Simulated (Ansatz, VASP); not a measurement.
# NiO2 in two plane-wave programs, part 2 of 3

Wanted: the spread between two codes on one cell, functional and k mesh. The cell is taken from a series of runs on this material, whose earlier steps may have relaxed, scaled, displaced or heated it; both programs get it as it stands.

VASP 6.6.1 and Ansatz 0.2.0.

So far: Starting point; Ansatz: zone-centre phonons, PBEsol.

## (3) VASP: zone-centre phonons, PBEsol

Level of this step: PBEsol, no spin polarisation; plane waves and PAW (Ni, O) (VASP).

The same cell, functional, mesh and smearing now go to VASP, with its own data sets.

Lines of VASP's logs that name or quote its potential files are left out, and so is its time.

INCAR reads:

```
SYSTEM = NiO2
PREC = Accurate
ENCUT = 600
EDIFF = 1E-08
NELM = 120
ISMEAR = -1
SIGMA = 0.45
LREAL = .FALSE.
ALGO = Normal
GGA = PS
NBANDS = 17
LASPH = .TRUE.
LORBIT = 11
LWAVE = .FALSE.
LCHARG = .FALSE.
ISIF = 2
IBRION = 8
LEPSILON = .TRUE.
GGA_COMPAT = .FALSE.
EFERMI = MIDGAP
KPAR = 2
```

POSCAR reads:

```
NiO2
1.0
    2.7842933479      0.0000000000      0.0000000000
   -1.3921466739      2.4112687709      0.0000000000
    0.0000000000      0.0000000000      4.9199398807
Ni O
1 2
Direct
    0.0000000000      0.0000000000      0.5000000000
    0.6666666667      0.3333333333      0.6896521091
    0.3333333333      0.6666666667      0.3103478909
```

KPOINTS reads:

```
Automatic mesh
0
Gamma
16 16 8
0 0 0
```

PAW data sets: Ni and O (PBE family, release 64).

Launch:

```
$ mpirun -np 2 vasp_std
```

Output:

```text
[banner, memory and clock lines left out]
running    2 mpi-ranks, on    1 nodes
 distrk:  each k-point on    1 cores,    2 groups
 distr:  one band on    1 cores,    1 groups

 POSCAR found type information on POSCAR NiO
 POSCAR found :  2 types and       3 ions
|                                                                             |
|               ----> ADVICE to this user running VASP <----                  |
|                                                                             |
|     You enforced a specific xc type in the INCAR file but a different       |
|     [... a line on the potential file left out ...]
|     I HOPE YOU KNOW WHAT YOU ARE DOING!                                     |
|                                                                             |

 LDA part: xc-table for (Slater+PW92), standard interpolation
 POSCAR, INCAR and KPOINTS ok, starting setup
 FFT: planning ... GRIDC
 FFT: planning ... GRID_SOFT
 FFT: planning ... GRID
 WAVECAR not read
 entering main loop
       N       E                     dE             d eps       ncg     rms          rms(c)
DAV:   1     0.175529241382E+03    0.17553E+03   -0.12925E+04  7298   0.171E+03
DAV:   2    -0.107402842093E+02   -0.18627E+03   -0.17402E+03  7867   0.348E+02
DAV:   3    -0.267177652573E+02   -0.15977E+02   -0.15748E+02  8725   0.118E+02
DAV:   4    -0.269379272507E+02   -0.22016E+00   -0.21989E+00  9056   0.140E+01
DAV:   5    -0.269410478337E+02   -0.31206E-02   -0.31199E-02  8914   0.163E+00    0.289E+01
DAV:   6    -0.334397449214E+02   -0.64987E+01   -0.60957E+01  8798   0.187E+02    0.480E+01
DAV:   7    -0.192145492483E+02    0.14225E+02   -0.19728E+01  8596   0.118E+02    0.691E+00
DAV:   8    -0.191295939652E+02    0.84955E-01   -0.30769E+00 10807   0.327E+01    0.426E+00
DAV:   9    -0.191583012678E+02   -0.28707E-01   -0.63590E-01  9753   0.247E+01    0.272E+00
DAV:  10    -0.190792044191E+02    0.79097E-01   -0.11568E-01  8127   0.100E+01    0.717E-01
DAV:  11    -0.190727206773E+02    0.64837E-02   -0.17906E-02 10193   0.245E+00    0.280E-01
DAV:  12    -0.190719355833E+02    0.78509E-03   -0.23817E-03 11148   0.123E+00    0.267E-02
DAV:  13    -0.190720410628E+02   -0.10548E-03   -0.45953E-04  9096   0.416E-01    0.760E-02
DAV:  14    -0.190719803358E+02    0.60727E-04   -0.13284E-04  8788   0.341E-01    0.834E-03
DAV:  15    -0.190719801753E+02    0.16044E-06   -0.14101E-05 10857   0.493E-02    0.613E-03
DAV:  16    -0.190719799067E+02    0.26864E-06   -0.14331E-06  8457   0.263E-02    0.158E-03
DAV:  17    -0.190719798951E+02    0.11563E-07   -0.42170E-07  8449   0.554E-03    0.737E-04
DAV:  18    -0.190719799055E+02   -0.10342E-07   -0.18711E-08  6735   0.153E-03    0.314E-04
DAV:  19    -0.190719799109E+02   -0.54006E-08   -0.60679E-09  3874   0.189E-03
   1 F= -.19071980E+02 E0= -.18569651E+02  d E =-.100466E+01
 Linear response reoptimize wavefunctions to high precision
DAV:   1    -0.190719799144E+02   -0.34961E-08   -0.73099E-10  4488   0.451E-04
DAV:   2    -0.190719799144E+02   -0.14552E-10   -0.27508E-10  3762   0.176E-04
 Linear response G [H, r] |phi>, progress :
  Direction:   1
       N       E                     dE             d eps       ncg     rms
RMM:   1    -0.739126091613E+02   -0.73913E+02    0.88330E+01 15558   0.130E+02
RMM:   2    -0.680365558347E+02    0.58761E+01   -0.57619E+00 10442   0.445E+01
RMM:   3    -0.690160017397E+02   -0.97945E+00   -0.15431E+00 12671   0.105E+01
RMM:   4    -0.690420017953E+02   -0.26000E-01   -0.86999E-02 13170   0.198E+00
RMM:   5    -0.690440923298E+02   -0.20905E-02   -0.43669E-03 13116   0.481E-01
RMM:   6    -0.690442340829E+02   -0.14175E-03   -0.46173E-04 13332   0.146E-01
RMM:   7    -0.690442494745E+02   -0.15392E-04   -0.51094E-05 13283   0.470E-02
RMM:   8    -0.690442511251E+02   -0.16506E-05   -0.65077E-06 13330   0.159E-02
RMM:   9    -0.690442513170E+02   -0.19191E-06   -0.94176E-07 13116   0.574E-03
RMM:  10    -0.690442513614E+02   -0.44455E-07    0.41518E-06 12881   0.220E-03
RMM:  11    -0.690442516218E+02   -0.26036E-06    0.71865E-08 11993   0.107E-03
RMM:  12    -0.690442513625E+02    0.25932E-06    0.12020E-05 10320   0.669E-04
RMM:  13    -0.690442513528E+02    0.96215E-08    0.26679E-06  7789   0.540E-04
RMM:  14    -0.690442513133E+02    0.39544E-07    0.45312E-06  6212   0.496E-04
RMM:  15    -0.690442513144E+02   -0.11097E-08    0.55178E-06  5855   0.486E-04
RMM:  16    -0.690442513712E+02   -0.56742E-07    0.16361E-06  5561   0.480E-04
RMM:  17    -0.690442513801E+02   -0.89642E-08    0.36850E-06  5325   0.480E-04
 Linear response G [H, r] |phi>, progress :
  Direction:   2
       N       E                     dE             d eps       ncg     rms
RMM:   1    -0.733160567997E+02   -0.73316E+02    0.10724E+02 15482   0.131E+02
RMM:   2    -0.666838885565E+02    0.66322E+01   -0.63361E+00 10304   0.457E+01
[...]
RMM:   1     0.313210807501E+01    0.31321E+01    0.59603E+01 33673   0.165E+01
RMM:   2    -0.352950098455E+01   -0.66616E+01    0.84033E-01 27229   0.801E+00    0.321E+00
RMM:   3    -0.368617009755E+01   -0.15667E+00    0.11531E-01 29734   0.344E+00    0.166E+00
RMM:   4    -0.376030225555E+01   -0.74132E-01   -0.16991E-02 32234   0.178E+00    0.215E-01
RMM:   5    -0.376334536683E+01   -0.30431E-02   -0.49440E-03 28846   0.428E-01    0.110E-01
[...]
RMM:   2    -0.172075915925E+00    0.14458E-01   -0.12554E-02 27504   0.150E+00    0.344E-01
RMM:   3    -0.171507879340E+00    0.56804E-03   -0.17497E-03 30960   0.357E-01    0.207E-01
RMM:   4    -0.171580033222E+00   -0.72154E-04   -0.88498E-04 30223   0.249E-01    0.230E-02
RMM:   5    -0.171590553249E+00   -0.10520E-04   -0.33918E-05 32524   0.535E-02    0.134E-02
RMM:   6    -0.171626036246E+00   -0.35483E-04   -0.28650E-06 31196   0.154E-02    0.409E-03
RMM:   7    -0.171626348209E+00   -0.31196E-06    0.11991E-06 29741   0.661E-03    0.112E-03
RMM:   8    -0.171625602067E+00    0.74614E-06   -0.27206E-08 33745   0.181E-03    0.561E-04
RMM:   9    -0.171623301521E+00    0.23005E-05    0.48041E-08 33466   0.764E-04    0.566E-05
RMM:  10    -0.171623217423E+00    0.84098E-07   -0.51177E-09 34458   0.211E-04    0.369E-05
RMM:  11    -0.171623245688E+00   -0.28264E-07   -0.52900E-09 33962   0.794E-05    0.919E-06
RMM:  12    -0.171623254512E+00   -0.88249E-08    0.72808E-09 35039   0.402E-05    0.282E-06
 first order change of Fermi-energy  -0.16897E-03
 force on displaced ion       1 direction 1 : -23.289   0.000   0.000
 Born effective charge ion    1 direction 1 :   3.661   0.000   0.000
 Linear response progress:
  Degree of freedom:   2/  4
       N       E                     dE             d eps       ncg     rms          rms(c)
RMM:   1    -0.203547839197E+00   -0.20355E+00   -0.37874E-02 13728   0.422E+00
RMM:   2    -0.188141026211E+00    0.15407E-01   -0.62320E-03 10559   0.150E+00    0.338E-01
RMM:   3    -0.187606828300E+00    0.53420E-03   -0.20135E-03 11528   0.421E-01    0.202E-01
RMM:   4    -0.187472561378E+00    0.13427E-03   -0.65354E-04 11962   0.199E-01    0.176E-01
RMM:   5    -0.187266372201E+00    0.20619E-03   -0.53226E-04 12509   0.196E-01    0.266E-02
RMM:   6    -0.187325116660E+00   -0.58744E-04   -0.23030E-05 12698   0.420E-02    0.135E-02
RMM:   7    -0.187348170977E+00   -0.23054E-04   -0.34729E-06 10628   0.257E-02    0.134E-02
RMM:   8    -0.187357873943E+00   -0.97030E-05   -0.15181E-06 10581   0.165E-02    0.159E-03
RMM:   9    -0.187351304286E+00    0.65697E-05   -0.53824E-07 13138   0.407E-03    0.761E-04
RMM:  10    -0.187347289993E+00    0.40143E-05    0.92853E-08 12856   0.115E-03    0.130E-04
RMM:  11    -0.187346813335E+00    0.47666E-06    0.27165E-08 13267   0.310E-04    0.616E-05
RMM:  12    -0.187346779055E+00    0.34280E-07    0.12550E-08 12723   0.133E-04    0.265E-05
RMM:  13    -0.187346890929E+00   -0.11187E-06   -0.33698E-09 13215   0.541E-05    0.477E-06
RMM:  14    -0.187346920022E+00   -0.29093E-07   -0.13236E-09 13320   0.255E-05    0.261E-06
RMM:  15    -0.187346934406E+00   -0.14384E-07    0.41882E-09 13179   0.183E-05    0.801E-07
RMM:  16    -0.187346933520E+00    0.88682E-09    0.69420E-09 11940   0.146E-05    0.168E-07
 first order change of Fermi-energy   0.23786E-02
 force on displaced ion       1 direction 3 :  -0.000   0.000 -26.243
 Born effective charge ion    1 direction 3 :   0.000  -0.000   0.141
 Linear response progress:
  Degree of freedom:   3/  4
       N       E                     dE             d eps       ncg     rms          rms(c)
RMM:   1    -0.353424485069E+00   -0.35342E+00    0.40237E-01 75450   0.489E+00
RMM:   2    -0.347620757576E+00    0.58037E-02   -0.82064E-03 48134   0.128E+00    0.195E-01
RMM:   3    -0.348874157769E+00   -0.12534E-02   -0.10489E-03 60591   0.275E-01    0.110E-01
RMM:   4    -0.350129172175E+00   -0.12550E-02   -0.12493E-04 51576   0.977E-02    0.186E-02
RMM:   5    -0.350154059646E+00   -0.24887E-04   -0.13586E-05 62747   0.316E-02    0.477E-03
RMM:   6    -0.350091860037E+00    0.62200E-04   -0.15963E-06 63284   0.103E-02    0.216E-03
RMM:   7    -0.350095476279E+00   -0.36162E-05   -0.17105E-07 61905   0.384E-03    0.187E-03
RMM:   8    -0.350101523805E+00   -0.60475E-05   -0.39666E-08 58141   0.198E-03    0.993E-04
RMM:   9    -0.350100879465E+00    0.64434E-06    0.45702E-09 61712   0.107E-03    0.592E-04
RMM:  10    -0.350098250549E+00    0.26289E-05    0.16691E-08 61884   0.518E-04    0.678E-05
RMM:  11    -0.350098595059E+00   -0.34451E-06    0.85533E-09 63659   0.147E-04    0.383E-05
RMM:  12    -0.350098501622E+00    0.93438E-07    0.14176E-08 62960   0.666E-05    0.919E-06
RMM:  13    -0.350098436928E+00    0.64693E-07    0.11893E-08 65591   0.365E-05    0.275E-06
RMM:  14    -0.350098423226E+00    0.13702E-07   -0.61099E-09 64618   0.252E-05    0.143E-06
RMM:  15    -0.350098422451E+00    0.77570E-09   -0.45183E-09 61633   0.217E-05    0.265E-07
 first order change of Fermi-energy   0.29698E-04
 force on displaced ion       2 direction 1 : -11.761   0.001  -0.002
 Born effective charge ion    2 direction 1 :  -1.736  -0.005  -0.007
 Linear response progress:
  Degree of freedom:   4/  4
       N       E                     dE             d eps       ncg     rms          rms(c)
RMM:   1    -0.392873082295E+00   -0.39287E+00    0.34006E-01 15004   0.498E+00
RMM:   2    -0.382019035079E+00    0.10854E-01   -0.88563E-03 10623   0.112E+00    0.366E-01
RMM:   3    -0.383585733221E+00   -0.15667E-02   -0.28512E-03 12040   0.473E-01    0.335E-01
RMM:   4    -0.382637060891E+00    0.94867E-03   -0.98874E-04 10609   0.368E-01    0.165E-01
RMM:   5    -0.383338164544E+00   -0.70110E-03   -0.27246E-04 10334   0.198E-01    0.126E-01
RMM:   6    -0.383365767277E+00   -0.27603E-04   -0.92863E-05 10388   0.112E-01    0.243E-02
RMM:   7    -0.383413152697E+00   -0.47385E-04   -0.15974E-05 12592   0.340E-02    0.649E-03
RMM:   8    -0.383358050282E+00    0.55102E-04   -0.17943E-06 12665   0.940E-03    0.209E-03
RMM:   9    -0.383349256627E+00    0.87937E-05   -0.10654E-07 12521   0.316E-03    0.929E-04
RMM:  10    -0.383343363710E+00    0.58929E-05   -0.40286E-08 12705   0.136E-03    0.173E-04
RMM:  11    -0.383345759114E+00   -0.23954E-05    0.74785E-09 12986   0.492E-04    0.713E-05
RMM:  12    -0.383345864411E+00   -0.10530E-06    0.36666E-09 13272   0.177E-04    0.366E-05
RMM:  13    -0.383346007563E+00   -0.14315E-06    0.41124E-09 12939   0.903E-05    0.117E-05
RMM:  14    -0.383345932926E+00    0.74637E-07    0.47759E-09 12958   0.458E-05    0.363E-06
RMM:  15    -0.383345937679E+00   -0.47529E-08    0.31061E-09 12931   0.322E-05    0.119E-06
 first order change of Fermi-energy  -0.93429E+00
 force on displaced ion       2 direction 3 :  -0.000   0.000 -15.331
 Born effective charge ion    2 direction 3 :  -0.000  -0.000  -0.017
 Born effective charges drift removed
 Linear response finished
```

(Part 2 of 3 ends here.)

[Lines on the potential files, build, host, timing and source positions are cut from VASP's logs without a mark.]

[Logs are printed without paths, hosts, clocks, repeated set-up lines and the standing remarks that a program may print on its own settings, such as how far it seeks lower states.]

[Hosts, paths, dates, database ids (printed as entryN), source tags and the programs' standing remarks are cut or masked in the printed files.]
